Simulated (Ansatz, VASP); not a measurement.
**Cross-check of Tl2Te between VASP and Ansatz**

One calculation is typed for both programs; each brings its own data sets. How far apart do they land? The cell is generated by rule, not measured, and may not be a known phase. The cell is taken from a series of runs on this material, whose earlier steps may have relaxed, scaled, displaced or heated it; both programs get it as it stands.

Program: Ansatz 0.2.0. Level of theory: plane waves, with VASP 6.6.1 beside it; relaxation of cell and atoms at PBEsol and zone-centre phonons at PBEsol. Results are calculated unless marked as measured.

### 1. Starting point

It takes space group Pmmn (No. 59, orthorhombic). Conventional cell: a = 4.492 Å, b = 7.651 Å, c = 6.353 Å, α = 90.00°, β = 90.00°, γ = 90.00°. Te has 6 Tl at 3.20 Å nearest. Nearest to Tl lie 3 Te at 3.20 Å and 2 Tl at 3.51 Å. Farther neighbours and most contacts between anions are not listed.

### 2. Ansatz: relaxation of cell and atoms, PBEsol

Ansatz runs on its default PAW (the set named soft_2) files.

The relaxed volume is the usual yardstick between codes: in a stiff, nearly cubic crystal its relative difference is about their pressure difference at one cell divided by the bulk modulus.

The input, input.yaml:

```yaml
crystal:
  lattice:
    - [4.4923257381, 0.0, 0.0]
    - [0.0, 7.6508510624, 0.0]
    - [0.0, 0.0, 6.3530991176]
  atoms:
    - { symbol: Te, position: [0.0, 0.5, 0.1276424303] }
    - { symbol: Te, position: [0.5, 0.0, 0.8723575697] }
    - { symbol: Tl, position: [0.0, 0.2658715541, 0.7110547465] }
    - { symbol: Tl, position: [0.5, 0.7658715541, 0.2889452535] }
    - { symbol: Tl, position: [0.0, 0.7341284459, 0.7110547465] }
    - { symbol: Tl, position: [0.5, 0.2341284459, 0.2889452535] }
kpoints:
  mp_grid: { grid: [8, 4, 6] }
hamiltonian:
  xc: pbesol
scf:
  occupations: { method: gaussian, width: 0.01 }
output:
  forces: true
  stress: true
  eigenvalues: true
relax:
  adjacent_minimum: "off"
  f_tol: 0.001
  max_steps: 60
  cell: { stress_tol: 0.01 }
```

On the command line:

```bash
> ansatz run input.yaml --threads 4 --pin off --max-ram 7168MiB --backend cpu --events-out ev --progress --plain --runs-dir out
```

Numbers of over 12 decimals in the logs are rounded to 6 here.

The log of the run:

```text
Engine: ansatz 0.2.0, aarch64-unknown-linux-gnu
Pseudopotentials: kind: paw
Pseudopotential: Te, paw, valence charge 16, recommended cutoff 420 eV (normal), Te.paw.azcp
Pseudopotential: Tl, paw, valence charge 13, recommended cutoff 420 eV (normal), Tl.paw.azcp
Functional definition: PBEsol
  exchange = pbesol_x
  correlation = pbesol_c
Crystal: 6 atoms, lattice volume = 218.357 Å³
Basis set: ecut = 420 eV, 4247 PW (Γ), exchange–correlation on 64×108×90 points (8 copies of the dense FFT grid, shifted against one another)
Bands: 51, of which v1, the nominal top of the filled ones, is band 42 counted from 1 (41 counted from 0)
Symmetry: 8 space group operations
Space group: Pmmn (ITA 59), of the structure as read, at distance tolerance 6.0e-5 Å
k-points: 60 of 192
Non-local potential: Te, projectors of the file, l = 0: 2, l = 1: 2, l = 2: 2, l = 3: 2
Non-local potential: Tl, projectors of the file, l = 0: 2, l = 1: 2, l = 2: 2, l = 3: 1
PAW form: soft (Blöchl's): semilocal exchange-correlation on the pseudo side does not see the compensation charge
PAW frozen core: Te, regenerated for the run's functional, and the local potential with it (the file was generated under x = pbe(κ = 0.804, μ = 0.219515), c = pbe(β = 0.066725))
PAW frozen core: Tl, regenerated for the run's functional, and the local potential with it (the file was generated under x = pbe(κ = 0.804, μ = 0.219515), c = pbe(β = 0.066725))
PAW one-centre angular grid: Te, 590 points (default); XC on 64 Gauss nodes
PAW one-centre angular grid: Tl, 590 points (default); XC on 64 Gauss nodes
Initial density: superposition of atomic densities (neutral atoms: chi_scale 0, normalization atom), corrected by the library's trained network
Initial wavefunctions: pseudopotential atomic-orbital guess
Functional: x = pbesol(κ = 0.804, μ = 0.123457), c = pbesol(β = 0.046)
SCF iter   1: F=—  HF=-58986.767209 eV  |F-HF|=—  |Δ(HF+E_count)|=         —  Δρ=2.62e-3  dr2=2.16e-2  ethr=1.77e-3  ⟨swp⟩=7.1  Hψ=12599  notcnv=0
preconditioner: auto → LDOS  [insulator: Δε(μ)=0.132 eV  Ē_g=11.570 eV  σ=0.010 eV  W_gap=0.50  n_scr=42 (ndim 8)  ℏωp=20.1 eV  f_vac=0.076  D(μ)=1.18/eV (n_scr^D=2)  ε∞_Penn≈4.0  β→1.0]
SCF iter   2: F=—  HF=-58986.761980 eV  |F-HF|=—  |Δ(HF+E_count)|=   5.23e-3  Δρ=2.18e-3  dr2=1.46e-2  ethr=2.57e-5  ⟨swp⟩=3.0  Hψ=7634  notcnv=0  defer=179
SCF iter   3: F=—  HF=-58986.756291 eV  |F-HF|=—  |Δ(HF+E_count)|=   5.69e-3  Δρ=3.52e-4  dr2=4.79e-4  ethr=1.73e-5  ⟨swp⟩=2.9  Hψ=5408  notcnv=0  defer=179
SCF iter   4: F=—  HF=-58986.756206 eV  |F-HF|=—  |Δ(HF+E_count)|=   8.45e-5  Δρ=1.06e-4  dr2=4.32e-5  ethr=5.70e-7  ⟨swp⟩=2.0  Hψ=5238  notcnv=0  defer=179
SCF iter   5: F=—  HF=-58986.756279 eV  |F-HF|=—  |Δ(HF+E_count)|=   7.24e-5  Δρ=2.44e-5  dr2=1.66e-6  ethr=5.14e-8  ⟨swp⟩=2.0  Hψ=5161  notcnv=0  defer=179
SCF iter   6: F=—  HF=-58986.756279 eV  |F-HF|=—  |Δ(HF+E_count)|=   8.26e-7  Δρ=9.28e-6  dr2=4.11e-7  ethr=1.98e-9  ⟨swp⟩=2.0  Hψ=4801  notcnv=0  defer=179
SCF iter   7: F=-58986.756279 eV  HF=-58986.756279 eV  |F-HF|=1.63e-8  |Δ(HF+E_count)|=   2.91e-9  Δρ=2.23e-6  dr2=1.25e-8  ethr=1.19e-10  ⟨swp⟩=8.7  Hψ=15171  notcnv=0
SCF 1 converged in 7 iterations: F = -58986.756279 eV  dr2 = 1.25e-8
  greatest PAW one-centre occupation: 0.998 electrons in one spin orbital (limit 2), on the Te atom at site 1 (counted from 0), in its partial waves of l = 2
relax step   1: F+E_penalty+E_count = -58986.75627940 eV  Δ(F+E_penalty+E_count) = +0.000e0 eV  max|allowed force component| = 2.418e-3 eV/Å  Δτ_max = 0.0000 Å  P = +0.014 GPa  Ω = 218.357 Å³  (7 SCF iters, dr2 threshold 1.00e-7 eV, accepted)
[...]
relax step   5: F+E_penalty+E_count = -58986.75634885 eV  Δ(F+E_penalty+E_count) = -9.167e-6 eV  max|allowed force component| = 4.462e-4 eV/Å  Δτ_max = 0.0011 Å  P = -0.001 GPa  Ω = 218.438 Å³  energy of the carried Pulay correction = -1.432e-5 eV  (7 SCF iters, accepted)
[...]
relax step   6: F+E_penalty+E_count = -58986.75635149 eV  Δ(F+E_penalty+E_count) = -2.637e-6 eV  max|allowed force component| = 1.751e-4 eV/Å  Δτ_max = 0.0012 Å  P = +0.000 GPa  Ω = 218.430 Å³  energy of the carried Pulay correction = -1.289e-5 eV  (7 SCF iters, accepted)
[...]
relax step   7: F+E_penalty+E_count = -58986.75635755 eV  Δ(F+E_penalty+E_count) = -6.058e-6 eV  max|allowed force component| = 1.781e-4 eV/Å  Δτ_max = 0.0000 Å  P = +0.000 GPa  Ω = 218.430 Å³  stress off target by 8.33e-4 GPa  SCF on the basis re-selected at this cell (its energy is not comparable with the rows above)  (6 SCF iters)
basis re-selected at this cell: Δ(F+E_penalty+E_count) = -6.058e-6 eV, ΔP = -0.000 GPa vs the last step (what re-selecting the basis moved, of the pressure what is left beyond the Pulay correction that the steps carried, after the strain that the cell walked since its last selection, with what the two solves' SCF thresholds leave and, on support functions, any second-order correction that the steps lacked; it is no measure of the basis error at this ecutwfc). The dense FFT grid was sized anew with the basis: this SCF ran on 30×54×45 points, the steps before it on 32×54×45, so part of this shift can come from that change (see relax.cell in the input reference). [rest of the remark cut]
SCF converged after 6 iterations
Free energy (F): -58986.756358 eV
Harris-Foulkes:  -58986.756358 eV  (|F-HF|=2.91e-11)
Internal energy: -58986.756299 eV  (E = F + TS)
E sigma→0 (E₀):  -58986.756328 eV
Entropy (-TS):   -0.000059 eV (-0.010 meV/atom)
Fermi energy:    7.313391 eV
--- Per-component energies (eV) ---
  E_band       = -673.044639
  E_kinetic    = 1692.610429
  E_local      = -7165.831215  (includes V_loc(G=0)·N_el)
  E_nonlocal   = 662.523620
  E_hartree    = 3382.028104
  E_xc         = -1162.247974
  E_vxc        = -776.957301  (∫ρ·V_xc dr)
  E_paw        = -49235.742084  (= ΣΔE_a)
  E_vpaw       = -1849.446136  (= ΣTr[D̂ρ^β])
  E_aug_tail   = -0.000257  (compensation charges beyond the density's cutoff)
  E_ewald      = -7160.999611
  E_core_change = 0.902691  (= ΣΔE_core)
  E_smearing   = -0.000059  (= −TS)
  E_closure    = 0.000000  (closes the sum)
  Σ components = -58986.756358   (vs F -58986.756358, Δ=0.00e0)
--- Forces (eV/Å), atoms counted from 1 ---
  atom   1  Te     0.00000000     0.00000000    -0.00017453
  atom   2  Te    -0.00000000     0.00000000     0.00017453
  atom   3  Tl    -0.00000000     0.00017807     0.00004832
  atom   4  Tl    -0.00000000     0.00017807    -0.00004832
  atom   5  Tl    -0.00000000    -0.00017807     0.00004832
  atom   6  Tl     0.00000000    -0.00017807    -0.00004832
  max |Σ_I F_I| component: 1.39e-17 eV/Å
--- Stress (GPa, compression-positive) ---
        0.000833       0.000000       0.000000
        0.000000       0.000124       0.000000
        0.000000       0.000000       0.000361
  P = ⅓ Tr σ = 0.0004 GPa (0.004 kbar)
--- Band table (eV; the first three rows and the last of 60) ---
  k-point 0: bands = [... 38 lower, 5.5980, 6.2994, 6.3416, 6.4072, 7.6834, 8.3795, 9.6426, 10.5924, ... 5 higher]
  k-point 1: bands = [... 38 lower, 6.1000, 6.3732, 6.3945, 6.6654, 7.6216, 8.4177, 9.7650, 10.3539, ... 5 higher]
  k-point 2: bands = [... 38 lower, 6.2803, 6.4217, 7.0390, 7.1085, 7.8657, 8.4991, 10.0107, 10.0158, ... 5 higher]
  k-point 59: bands = [... 38 lower, 6.0182, 6.0182, 6.2040, 6.2040, 7.9843, 7.9843, 9.6845, 9.6845, ... 5 higher]
--- Relaxed structure (6 steps of the walk, 6 accepted, 1 SCFs on fresh bases) ---
  F+E_penalty+E_count = -58986.75635755 eV   max|allowed force component| = 1.781e-4 eV/Å   (the final SCF, on the basis selected at the relaxed cell)
  cell:  # Å, volume = 218.4297 Å³
    - [4.481727, 0.0, 0.0]
    - [0.0, 7.650496, 0.0]
    - [0.0, 0.0, 6.370547]
  atoms:
    - { symbol: Te, position: [0, 0.500000, 0.127494] }
    - { symbol: Te, position: [0.500000, 0, 0.872506] }
    - { symbol: Tl, position: [0, 0.266194, 0.711354] }
    - { symbol: Tl, position: [0.500000, 0.766194, 0.288646] }
    - { symbol: Tl, position: [0, 0.733806, 0.711354] }
    - { symbol: Tl, position: [0.500000, 0.233806, 0.288646] }
```

In the SCF lines HF is the Harris–Foulkes energy and dr2 the Hartree energy of the density residual, in eV; the loop may stop once dr2 is under the threshold and the program's other checks hold. Hψ counts applications of the Hamiltonian.

(Part 1 of 2 ends here.)

[Lines on the potential files, build, host, timing and source positions are cut from VASP's logs without a mark.]

[Logs are printed without paths, hosts, clocks, repeated set-up lines and the standing remarks that a program may print on its own settings, such as how far it seeks lower states.]

[Hosts, paths, dates, database ids (printed as entryN), source tags and the programs' standing remarks are cut or masked in the printed files.]
